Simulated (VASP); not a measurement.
Consider the following.

```
CELL_PARAMETERS angstrom
      4.21603     0.00000     0.00000
      0.00000     4.21603     0.00000
      0.00000     0.00000     4.21603
ATOMIC_POSITIONS crystal
  Cu 0.75000 0.25000 0.75000
  Cu 0.25000 0.75000 0.75000
  Cu 0.75000 0.75000 0.25000
  Cu 0.25000 0.25000 0.25000
  O  0.00000 0.00000 0.00000
  O  0.50000 0.50000 0.50000
```

These are r2SCAN meta-GGA, VASP's PBE PAW potentials (set 64) (plane waves; VASP 6.6.1) values and carry that method's errors. Numerical set-up: 520 eV cut-off, 5×5×5 Γ-centred mesh, Gaussian smearing of 0.050 eV, potentials Cu O.

**Question.** Give the stress tensor in GPa (positive for a compressed cell).

**Answer.** 
```
4.15  0.00  0.00
0.00  4.15  0.00
0.00  0.00  4.15
```
The pressure is its mean diagonal, 4.15 GPa.

The compound is Cu2O in the cuprite structure. This cell is one point of a volume scan, at 0.97 of the reference volume.
